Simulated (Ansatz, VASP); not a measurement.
# Ge (Germanium) in two plane-wave programs, part 2 of 3

Aim: how closely do two programs agree when they are given the same cell, functional and k mesh? The cell is taken from a series of runs on this material, whose earlier steps may have relaxed, scaled, displaced or heated it; both programs get it as it stands.

VASP 6.6.1 and Ansatz 0.2.0.

So far: Starting point; Ansatz: zone-centre phonons, PBEsol.

## 3. VASP: zone-centre phonons, PBEsol

Level of this step: PBEsol; plane waves and PAW (Ge_d) (VASP).

The same cell, functional, mesh and smearing now go to VASP, with its own data sets.

Lines of VASP's logs that name or quote its potential files are left out, and so is its time.

Input file INCAR:

```
SYSTEM = Ge
PREC = Accurate
ENCUT = 500
EDIFF = 1E-08
NELM = 120
ISMEAR = 0
SIGMA = 0.015
LREAL = .FALSE.
ALGO = Normal
GGA = PS
NBANDS = 20
LORBIT = 11
LWAVE = .FALSE.
LCHARG = .FALSE.
ISIF = 2
ISYM = 2
IBRION = 8
LASPH = .TRUE.
GGA_COMPAT = .FALSE.
KPAR = 2
```

Input file POSCAR:

```
Ge
1.0
    0.0000000000      2.8945276812      2.7943231305
    2.8945276812      0.0000000000      2.7943231305
    2.8945276812      2.8945276812      0.0000000000
Ge
2
Direct
    0.4999236928      0.4999236928      0.5000425880
    0.7500763072      0.7500763072      0.7499574120
```

Input file KPOINTS:

```
Points of the shifted mesh
1728
Reciprocal
 0.0416666667  0.0416666667  0.0416666667 1
 0.0416666667  0.0416666667  0.1250000000 1
 0.0416666667  0.0416666667  0.2083333333 1
 0.0416666667  0.0416666667  0.2916666667 1
 0.0416666667  0.0416666667  0.3750000000 1
 0.0416666667  0.0416666667  0.4583333333 1
 0.0416666667  0.0416666667  0.5416666667 1
 0.0416666667  0.0416666667  0.6250000000 1
 0.0416666667  0.0416666667  0.7083333333 1
 0.0416666667  0.0416666667  0.7916666667 1
 0.0416666667  0.0416666667  0.8750000000 1
 0.0416666667  0.0416666667  0.9583333333 1
 0.0416666667  0.1250000000  0.0416666667 1
 0.0416666667  0.1250000000  0.1250000000 1
 0.0416666667  0.1250000000  0.2083333333 1
 0.0416666667  0.1250000000  0.2916666667 1
 0.0416666667  0.1250000000  0.3750000000 1
 0.0416666667  0.1250000000  0.4583333333 1
 0.0416666667  0.1250000000  0.5416666667 1
 0.0416666667  0.1250000000  0.6250000000 1
 0.0416666667  0.1250000000  0.7083333333 1
 0.0416666667  0.1250000000  0.7916666667 1
 0.0416666667  0.1250000000  0.8750000000 1
 0.0416666667  0.1250000000  0.9583333333 1
 0.0416666667  0.2083333333  0.0416666667 1
 0.0416666667  0.2083333333  0.1250000000 1
 0.0416666667  0.2083333333  0.2083333333 1
 0.0416666667  0.2083333333  0.2916666667 1
 0.0416666667  0.2083333333  0.3750000000 1
 0.0416666667  0.2083333333  0.4583333333 1
 0.0416666667  0.2083333333  0.5416666667 1
 0.0416666667  0.2083333333  0.6250000000 1
 0.0416666667  0.2083333333  0.7083333333 1
 0.0416666667  0.2083333333  0.7916666667 1
 0.0416666667  0.2083333333  0.8750000000 1
 0.0416666667  0.2083333333  0.9583333333 1
 0.0416666667  0.2916666667  0.0416666667 1
 0.0416666667  0.2916666667  0.1250000000 1
 0.0416666667  0.2916666667  0.2083333333 1
 0.0416666667  0.2916666667  0.2916666667 1
 0.0416666667  0.2916666667  0.3750000000 1
 0.0416666667  0.2916666667  0.4583333333 1
 0.0416666667  0.2916666667  0.5416666667 1
 0.0416666667  0.2916666667  0.6250000000 1
 0.0416666667  0.2916666667  0.7083333333 1
 0.0416666667  0.2916666667  0.7916666667 1
 0.0416666667  0.2916666667  0.8750000000 1
 0.0416666667  0.2916666667  0.9583333333 1
 0.0416666667  0.3750000000  0.0416666667 1
 0.0416666667  0.3750000000  0.1250000000 1
 0.0416666667  0.3750000000  0.2083333333 1
 0.0416666667  0.3750000000  0.2916666667 1
 0.0416666667  0.3750000000  0.3750000000 1
 0.0416666667  0.3750000000  0.4583333333 1
 0.0416666667  0.3750000000  0.5416666667 1
 0.0416666667  0.3750000000  0.6250000000 1
 0.0416666667  0.3750000000  0.7083333333 1
 0.0416666667  0.3750000000  0.7916666667 1
 0.0416666667  0.3750000000  0.8750000000 1
 0.0416666667  0.3750000000  0.9583333333 1
 0.0416666667  0.4583333333  0.0416666667 1
 0.0416666667  0.4583333333  0.1250000000 1
 0.0416666667  0.4583333333  0.2083333333 1
 0.0416666667  0.4583333333  0.2916666667 1
 0.0416666667  0.4583333333  0.3750000000 1
 0.0416666667  0.4583333333  0.4583333333 1
 0.0416666667  0.4583333333  0.5416666667 1
 0.0416666667  0.4583333333  0.6250000000 1
 0.0416666667  0.4583333333  0.7083333333 1
 0.0416666667  0.4583333333  0.7916666667 1
 0.0416666667  0.4583333333  0.8750000000 1
 0.0416666667  0.4583333333  0.9583333333 1
 0.0416666667  0.5416666667  0.0416666667 1
 0.0416666667  0.5416666667  0.1250000000 1
 0.0416666667  0.5416666667  0.2083333333 1
 0.0416666667  0.5416666667  0.2916666667 1
 0.0416666667  0.5416666667  0.3750000000 1
 0.0416666667  0.5416666667  0.4583333333 1
 0.0416666667  0.5416666667  0.5416666667 1
 0.0416666667  0.5416666667  0.6250000000 1
 0.0416666667  0.5416666667  0.7083333333 1
 0.0416666667  0.5416666667  0.7916666667 1
 0.0416666667  0.5416666667  0.8750000000 1
 0.0416666667  0.5416666667  0.9583333333 1
 0.0416666667  0.6250000000  0.0416666667 1
 0.0416666667  0.6250000000  0.1250000000 1
 0.0416666667  0.6250000000  0.2083333333 1
 0.0416666667  0.6250000000  0.2916666667 1
 0.0416666667  0.6250000000  0.3750000000 1
 0.0416666667  0.6250000000  0.4583333333 1
 0.0416666667  0.6250000000  0.5416666667 1
 0.0416666667  0.6250000000  0.6250000000 1
 0.0416666667  0.6250000000  0.7083333333 1
 0.0416666667  0.6250000000  0.7916666667 1
 0.0416666667  0.6250000000  0.8750000000 1
 0.0416666667  0.6250000000  0.9583333333 1
 0.0416666667  0.7083333333  0.0416666667 1
 0.0416666667  0.7083333333  0.1250000000 1
 0.0416666667  0.7083333333  0.2083333333 1
 0.0416666667  0.7083333333  0.2916666667 1
 0.0416666667  0.7083333333  0.3750000000 1
 0.0416666667  0.7083333333  0.4583333333 1
 0.0416666667  0.7083333333  0.5416666667 1
 0.0416666667  0.7083333333  0.6250000000 1
 0.0416666667  0.7083333333  0.7083333333 1
 0.0416666667  0.7083333333  0.7916666667 1
 0.0416666667  0.7083333333  0.8750000000 1
 0.0416666667  0.7083333333  0.9583333333 1
 0.0416666667  0.7916666667  0.0416666667 1
 0.0416666667  0.7916666667  0.1250000000 1
 0.0416666667  0.7916666667  0.2083333333 1
 0.0416666667  0.7916666667  0.2916666667 1
[... 1390 lines left out ...]
 0.8750000000  0.4583333333  0.1250000000 1
 0.8750000000  0.4583333333  0.2083333333 1
 0.8750000000  0.4583333333  0.2916666667 1
 0.8750000000  0.4583333333  0.3750000000 1
 0.8750000000  0.4583333333  0.4583333333 1
 0.8750000000  0.4583333333  0.5416666667 1
 0.8750000000  0.4583333333  0.6250000000 1
 0.8750000000  0.4583333333  0.7083333333 1
 0.8750000000  0.4583333333  0.7916666667 1
 0.8750000000  0.4583333333  0.8750000000 1
 0.8750000000  0.4583333333  0.9583333333 1
 0.8750000000  0.5416666667  0.0416666667 1
 0.8750000000  0.5416666667  0.1250000000 1
 0.8750000000  0.5416666667  0.2083333333 1
 0.8750000000  0.5416666667  0.2916666667 1
 0.8750000000  0.5416666667  0.3750000000 1
 0.8750000000  0.5416666667  0.4583333333 1
 0.8750000000  0.5416666667  0.5416666667 1
 0.8750000000  0.5416666667  0.6250000000 1
 0.8750000000  0.5416666667  0.7083333333 1
 0.8750000000  0.5416666667  0.7916666667 1
 0.8750000000  0.5416666667  0.8750000000 1
 0.8750000000  0.5416666667  0.9583333333 1
 0.8750000000  0.6250000000  0.0416666667 1
 0.8750000000  0.6250000000  0.1250000000 1
 0.8750000000  0.6250000000  0.2083333333 1
 0.8750000000  0.6250000000  0.2916666667 1
 0.8750000000  0.6250000000  0.3750000000 1
 0.8750000000  0.6250000000  0.4583333333 1
 0.8750000000  0.6250000000  0.5416666667 1
 0.8750000000  0.6250000000  0.6250000000 1
 0.8750000000  0.6250000000  0.7083333333 1
 0.8750000000  0.6250000000  0.7916666667 1
 0.8750000000  0.6250000000  0.8750000000 1
 0.8750000000  0.6250000000  0.9583333333 1
 0.8750000000  0.7083333333  0.0416666667 1
 0.8750000000  0.7083333333  0.1250000000 1
 0.8750000000  0.7083333333  0.2083333333 1
 0.8750000000  0.7083333333  0.2916666667 1
 0.8750000000  0.7083333333  0.3750000000 1
 0.8750000000  0.7083333333  0.4583333333 1
 0.8750000000  0.7083333333  0.5416666667 1
 0.8750000000  0.7083333333  0.6250000000 1
 0.8750000000  0.7083333333  0.7083333333 1
 0.8750000000  0.7083333333  0.7916666667 1
 0.8750000000  0.7083333333  0.8750000000 1
 0.8750000000  0.7083333333  0.9583333333 1
 0.8750000000  0.7916666667  0.0416666667 1
 0.8750000000  0.7916666667  0.1250000000 1
 0.8750000000  0.7916666667  0.2083333333 1
 0.8750000000  0.7916666667  0.2916666667 1
 0.8750000000  0.7916666667  0.3750000000 1
 0.8750000000  0.7916666667  0.4583333333 1
 0.8750000000  0.7916666667  0.5416666667 1
 0.8750000000  0.7916666667  0.6250000000 1
 0.8750000000  0.7916666667  0.7083333333 1
 0.8750000000  0.7916666667  0.7916666667 1
 0.8750000000  0.7916666667  0.8750000000 1
 0.8750000000  0.7916666667  0.9583333333 1
 0.8750000000  0.8750000000  0.0416666667 1
 0.8750000000  0.8750000000  0.1250000000 1
 0.8750000000  0.8750000000  0.2083333333 1
 0.8750000000  0.8750000000  0.2916666667 1
 0.8750000000  0.8750000000  0.3750000000 1
 0.8750000000  0.8750000000  0.4583333333 1
 0.8750000000  0.8750000000  0.5416666667 1
 0.8750000000  0.8750000000  0.6250000000 1
 0.8750000000  0.8750000000  0.7083333333 1
 0.8750000000  0.8750000000  0.7916666667 1
 0.8750000000  0.8750000000  0.8750000000 1
 0.8750000000  0.8750000000  0.9583333333 1
 0.8750000000  0.9583333333  0.0416666667 1
 0.8750000000  0.9583333333  0.1250000000 1
 0.8750000000  0.9583333333  0.2083333333 1
 0.8750000000  0.9583333333  0.2916666667 1
 0.8750000000  0.9583333333  0.3750000000 1
 0.8750000000  0.9583333333  0.4583333333 1
 0.8750000000  0.9583333333  0.5416666667 1
 0.8750000000  0.9583333333  0.6250000000 1
 0.8750000000  0.9583333333  0.7083333333 1
 0.8750000000  0.9583333333  0.7916666667 1
 0.8750000000  0.9583333333  0.8750000000 1
 0.8750000000  0.9583333333  0.9583333333 1
 0.9583333333  0.0416666667  0.0416666667 1
 0.9583333333  0.0416666667  0.1250000000 1
 0.9583333333  0.0416666667  0.2083333333 1
 0.9583333333  0.0416666667  0.2916666667 1
 0.9583333333  0.0416666667  0.3750000000 1
 0.9583333333  0.0416666667  0.4583333333 1
 0.9583333333  0.0416666667  0.5416666667 1
 0.9583333333  0.0416666667  0.6250000000 1
 0.9583333333  0.0416666667  0.7083333333 1
 0.9583333333  0.0416666667  0.7916666667 1
 0.9583333333  0.0416666667  0.8750000000 1
 0.9583333333  0.0416666667  0.9583333333 1
 0.9583333333  0.1250000000  0.0416666667 1
 0.9583333333  0.1250000000  0.1250000000 1
 0.9583333333  0.1250000000  0.2083333333 1
 0.9583333333  0.1250000000  0.2916666667 1
 0.9583333333  0.1250000000  0.3750000000 1
 0.9583333333  0.1250000000  0.4583333333 1
 0.9583333333  0.1250000000  0.5416666667 1
 0.9583333333  0.1250000000  0.6250000000 1
 0.9583333333  0.1250000000  0.7083333333 1
 0.9583333333  0.1250000000  0.7916666667 1
 0.9583333333  0.1250000000  0.8750000000 1
 0.9583333333  0.1250000000  0.9583333333 1
 0.9583333333  0.2083333333  0.0416666667 1
 0.9583333333  0.2083333333  0.1250000000 1
 0.9583333333  0.2083333333  0.2083333333 1
 0.9583333333  0.2083333333  0.2916666667 1
 0.9583333333  0.2083333333  0.3750000000 1
 0.9583333333  0.2083333333  0.4583333333 1
 0.9583333333  0.2083333333  0.5416666667 1
 0.9583333333  0.2083333333  0.6250000000 1
 0.9583333333  0.2083333333  0.7083333333 1
 0.9583333333  0.2083333333  0.7916666667 1
 0.9583333333  0.2083333333  0.8750000000 1
 0.9583333333  0.2083333333  0.9583333333 1
 0.9583333333  0.2916666667  0.0416666667 1
 0.9583333333  0.2916666667  0.1250000000 1
 0.9583333333  0.2916666667  0.2083333333 1
 0.9583333333  0.2916666667  0.2916666667 1
 0.9583333333  0.2916666667  0.3750000000 1
 0.9583333333  0.2916666667  0.4583333333 1
 0.9583333333  0.2916666667  0.5416666667 1
 0.9583333333  0.2916666667  0.6250000000 1
 0.9583333333  0.2916666667  0.7083333333 1
 0.9583333333  0.2916666667  0.7916666667 1
 0.9583333333  0.2916666667  0.8750000000 1
 0.9583333333  0.2916666667  0.9583333333 1
 0.9583333333  0.3750000000  0.0416666667 1
 0.9583333333  0.3750000000  0.1250000000 1
 0.9583333333  0.3750000000  0.2083333333 1
 0.9583333333  0.3750000000  0.2916666667 1
 0.9583333333  0.3750000000  0.3750000000 1
 0.9583333333  0.3750000000  0.4583333333 1
 0.9583333333  0.3750000000  0.5416666667 1
 0.9583333333  0.3750000000  0.6250000000 1
 0.9583333333  0.3750000000  0.7083333333 1
 0.9583333333  0.3750000000  0.7916666667 1
 0.9583333333  0.3750000000  0.8750000000 1
 0.9583333333  0.3750000000  0.9583333333 1
 0.9583333333  0.4583333333  0.0416666667 1
 0.9583333333  0.4583333333  0.1250000000 1
 0.9583333333  0.4583333333  0.2083333333 1
 0.9583333333  0.4583333333  0.2916666667 1
 0.9583333333  0.4583333333  0.3750000000 1
 0.9583333333  0.4583333333  0.4583333333 1
 0.9583333333  0.4583333333  0.5416666667 1
 0.9583333333  0.4583333333  0.6250000000 1
 0.9583333333  0.4583333333  0.7083333333 1
 0.9583333333  0.4583333333  0.7916666667 1
 0.9583333333  0.4583333333  0.8750000000 1
 0.9583333333  0.4583333333  0.9583333333 1
 0.9583333333  0.5416666667  0.0416666667 1
 0.9583333333  0.5416666667  0.1250000000 1
 0.9583333333  0.5416666667  0.2083333333 1
 0.9583333333  0.5416666667  0.2916666667 1
 0.9583333333  0.5416666667  0.3750000000 1
 0.9583333333  0.5416666667  0.4583333333 1
 0.9583333333  0.5416666667  0.5416666667 1
 0.9583333333  0.5416666667  0.6250000000 1
 0.9583333333  0.5416666667  0.7083333333 1
 0.9583333333  0.5416666667  0.7916666667 1
 0.9583333333  0.5416666667  0.8750000000 1
 0.9583333333  0.5416666667  0.9583333333 1
 0.9583333333  0.6250000000  0.0416666667 1
 0.9583333333  0.6250000000  0.1250000000 1
 0.9583333333  0.6250000000  0.2083333333 1
 0.9583333333  0.6250000000  0.2916666667 1
 0.9583333333  0.6250000000  0.3750000000 1
 0.9583333333  0.6250000000  0.4583333333 1
 0.9583333333  0.6250000000  0.5416666667 1
 0.9583333333  0.6250000000  0.6250000000 1
 0.9583333333  0.6250000000  0.7083333333 1
 0.9583333333  0.6250000000  0.7916666667 1
 0.9583333333  0.6250000000  0.8750000000 1
 0.9583333333  0.6250000000  0.9583333333 1
 0.9583333333  0.7083333333  0.0416666667 1
 0.9583333333  0.7083333333  0.1250000000 1
 0.9583333333  0.7083333333  0.2083333333 1
 0.9583333333  0.7083333333  0.2916666667 1
 0.9583333333  0.7083333333  0.3750000000 1
 0.9583333333  0.7083333333  0.4583333333 1
 0.9583333333  0.7083333333  0.5416666667 1
 0.9583333333  0.7083333333  0.6250000000 1
 0.9583333333  0.7083333333  0.7083333333 1
 0.9583333333  0.7083333333  0.7916666667 1
 0.9583333333  0.7083333333  0.8750000000 1
 0.9583333333  0.7083333333  0.9583333333 1
 0.9583333333  0.7916666667  0.0416666667 1
 0.9583333333  0.7916666667  0.1250000000 1
 0.9583333333  0.7916666667  0.2083333333 1
 0.9583333333  0.7916666667  0.2916666667 1
 0.9583333333  0.7916666667  0.3750000000 1
 0.9583333333  0.7916666667  0.4583333333 1
 0.9583333333  0.7916666667  0.5416666667 1
 0.9583333333  0.7916666667  0.6250000000 1
 0.9583333333  0.7916666667  0.7083333333 1
 0.9583333333  0.7916666667  0.7916666667 1
 0.9583333333  0.7916666667  0.8750000000 1
 0.9583333333  0.7916666667  0.9583333333 1
 0.9583333333  0.8750000000  0.0416666667 1
 0.9583333333  0.8750000000  0.1250000000 1
 0.9583333333  0.8750000000  0.2083333333 1
 0.9583333333  0.8750000000  0.2916666667 1
 0.9583333333  0.8750000000  0.3750000000 1
 0.9583333333  0.8750000000  0.4583333333 1
 0.9583333333  0.8750000000  0.5416666667 1
 0.9583333333  0.8750000000  0.6250000000 1
 0.9583333333  0.8750000000  0.7083333333 1
 0.9583333333  0.8750000000  0.7916666667 1
 0.9583333333  0.8750000000  0.8750000000 1
 0.9583333333  0.8750000000  0.9583333333 1
 0.9583333333  0.9583333333  0.0416666667 1
 0.9583333333  0.9583333333  0.1250000000 1
 0.9583333333  0.9583333333  0.2083333333 1
 0.9583333333  0.9583333333  0.2916666667 1
 0.9583333333  0.9583333333  0.3750000000 1
 0.9583333333  0.9583333333  0.4583333333 1
 0.9583333333  0.9583333333  0.5416666667 1
 0.9583333333  0.9583333333  0.6250000000 1
 0.9583333333  0.9583333333  0.7083333333 1
 0.9583333333  0.9583333333  0.7916666667 1
 0.9583333333  0.9583333333  0.8750000000 1
 0.9583333333  0.9583333333  0.9583333333 1
```

The projector-augmented-wave data sets are Ge_d (PBE family, release 64).

On the command line:

```
> mpirun -np 2 vasp_std
```

The program printed:

```text
[banner, memory and clock lines left out]
running    2 mpi-ranks, on    1 nodes
 distrk:  each k-point on    1 cores,    2 groups
 distr:  one band on    1 cores,    1 groups

 POSCAR found type information on POSCAR Ge
 POSCAR found :  1 types and       2 ions
|                                                                             |
|               ----> ADVICE to this user running VASP <----                  |
|                                                                             |
|     You enforced a specific xc type in the INCAR file but a different       |
|     [... a line on the potential file left out ...]
|     I HOPE YOU KNOW WHAT YOU ARE DOING!                                     |
|                                                                             |

 LDA part: xc-table for (Slater+PW92), standard interpolation
 POSCAR, INCAR and KPOINTS ok, starting setup
 FFT: planning ... GRIDC
 FFT: planning ... GRID_SOFT
 FFT: planning ... GRID
 WAVECAR not read
 entering main loop
       N       E                     dE             d eps       ncg     rms          rms(c)
DAV:   1     0.183213023003E+03    0.18321E+03   -0.14677E+04 74028   0.370E+03
DAV:   2     0.159306126137E+02   -0.16728E+03   -0.16282E+03 69276   0.587E+02
DAV:   3    -0.916930840629E+01   -0.25100E+02   -0.24911E+02 77996   0.145E+02
DAV:   4    -0.998477538528E+01   -0.81547E+00   -0.81492E+00 77920   0.307E+01
DAV:   5    -0.999843448742E+01   -0.13659E-01   -0.13659E-01 77276   0.436E+00    0.311E+00
DAV:   6    -0.990486482461E+01    0.93570E-01   -0.34949E-02 92336   0.241E+00    0.177E+00
DAV:   7    -0.985992086405E+01    0.44944E-01   -0.56037E-02 73348   0.251E+00    0.153E-01
DAV:   8    -0.986084126538E+01   -0.92040E-03   -0.65908E-03 77792   0.119E+00    0.509E-02
DAV:   9    -0.986095875336E+01   -0.11749E-03   -0.22019E-04 77224   0.204E-01    0.120E-02
DAV:  10    -0.986097686811E+01   -0.18115E-04   -0.23699E-05 91628   0.430E-02    0.518E-03
DAV:  11    -0.986097801024E+01   -0.11421E-05   -0.44873E-06 92708   0.344E-02    0.144E-03
DAV:  12    -0.986097764931E+01    0.36093E-06   -0.92019E-07 92244   0.193E-02    0.277E-04
DAV:  13    -0.986097763853E+01    0.10774E-07   -0.21455E-08 64040   0.200E-03    0.143E-04
DAV:  14    -0.986097762793E+01    0.10608E-07   -0.42541E-09 46064   0.121E-03    0.258E-05
DAV:  15    -0.986097762803E+01   -0.10823E-09   -0.13307E-09 39528   0.595E-04
   1 F= -.98609776E+01 E0= -.98609704E+01  d E =-.145131E-04
 Linear response reoptimize wavefunctions to high precision
DAV:   1    -0.986097762717E+01    0.86493E-09   -0.63875E-10 41452   0.471E-04
DAV:   2    -0.986097762719E+01   -0.19099E-10   -0.18253E-10 38436   0.158E-04
 Linear response DOF=           2
 Linear response progress:
  Degree of freedom:   1/  2
       N       E                     dE             d eps       ncg     rms          rms(c)
RMM:   1    -0.187004031043E+00   -0.18700E+00    0.81394E+00 85012   0.443E+01
RMM:   2    -0.194113367890E+00   -0.71093E-02   -0.12452E-02111354   0.104E+00    0.724E-02
RMM:   3    -0.194113563423E+00   -0.19553E-06   -0.92194E-04118380   0.315E-01    0.417E-02
RMM:   4    -0.193995575592E+00    0.11799E-03   -0.60067E-05126237   0.802E-02    0.461E-03
RMM:   5    -0.193995849489E+00   -0.27390E-06   -0.39640E-06121896   0.180E-02    0.235E-03
RMM:   6    -0.194002306713E+00   -0.64572E-05   -0.19414E-07123277   0.502E-03    0.300E-04
RMM:   7    -0.194001285590E+00    0.10211E-05   -0.42251E-08127438   0.163E-03    0.191E-04
RMM:   8    -0.194000208410E+00    0.10772E-05   -0.30791E-09128829   0.583E-04    0.409E-05
RMM:   9    -0.194000139629E+00    0.68781E-07   -0.68784E-09130033   0.243E-04    0.205E-05
RMM:  10    -0.194000317527E+00   -0.17790E-06   -0.91975E-09130956   0.107E-04    0.573E-06
RMM:  11    -0.194000339802E+00   -0.22275E-07   -0.15512E-08132283   0.559E-05    0.318E-06
RMM:  12    -0.194000363284E+00   -0.23482E-07   -0.13027E-08132374   0.337E-05    0.197E-06
RMM:  13    -0.194000379710E+00   -0.16426E-07   -0.13436E-09129816   0.241E-05    0.522E-07
RMM:  14    -0.194000383895E+00   -0.41851E-08   -0.40156E-09112468   0.192E-05    0.111E-07
 first order change of Fermi-energy   0.22447E+01
 force on displaced ion       1 direction 1 : -10.340  -0.059  -0.168
 Linear response progress:
  Degree of freedom:   2/  2
       N       E                     dE             d eps       ncg     rms          rms(c)
RMM:   1    -0.186659838397E+00   -0.18666E+00    0.83338E+00 84769   0.448E+01
RMM:   2    -0.193796884694E+00   -0.71370E-02   -0.12797E-02112209   0.105E+00    0.691E-02
RMM:   3    -0.193800722683E+00   -0.38380E-05   -0.86443E-04117786   0.303E-01    0.400E-02
RMM:   4    -0.193694871468E+00    0.10585E-03   -0.58064E-05126603   0.782E-02    0.456E-03
RMM:   5    -0.193695428092E+00   -0.55662E-06   -0.34679E-06122041   0.173E-02    0.220E-03
RMM:   6    -0.193701526950E+00   -0.60989E-05   -0.22245E-07124897   0.485E-03    0.322E-04
RMM:   7    -0.193700714495E+00    0.81246E-06   -0.35413E-08127337   0.151E-03    0.190E-04
RMM:   8    -0.193699847062E+00    0.86743E-06   -0.50900E-09129818   0.550E-04    0.426E-05
RMM:   9    -0.193699763779E+00    0.83283E-07   -0.22494E-09129549   0.227E-04    0.176E-05
RMM:  10    -0.193699904238E+00   -0.14046E-06   -0.72914E-09131172   0.993E-05    0.542E-06
RMM:  11    -0.193699941541E+00   -0.37303E-07   -0.17646E-08133168   0.518E-05    0.240E-06
RMM:  12    -0.193699958830E+00   -0.17289E-07   -0.92365E-09132113   0.319E-05    0.172E-06
RMM:  13    -0.193699973794E+00   -0.14964E-07   -0.39055E-09127102   0.232E-05    0.432E-07
RMM:  14    -0.193699978318E+00   -0.45234E-08   -0.20071E-09112364   0.190E-05    0.379E-08
 first order change of Fermi-energy  -0.86880E-01
 force on displaced ion       1 direction 3 :  -0.163  -0.163 -10.092
 Linear response finished
```

(Continued in part 3 of 3.)

[Lines on the potential files, build, host, timing and source positions are cut from VASP's logs without a mark.]

[Logs are printed without paths, hosts, clocks, repeated set-up lines and the standing remarks that a program may print on its own settings, such as how far it seeks lower states.]

[Hosts, paths, dates, database ids (printed as entryN), source tags and the programs' standing remarks are cut or masked in the printed files.]
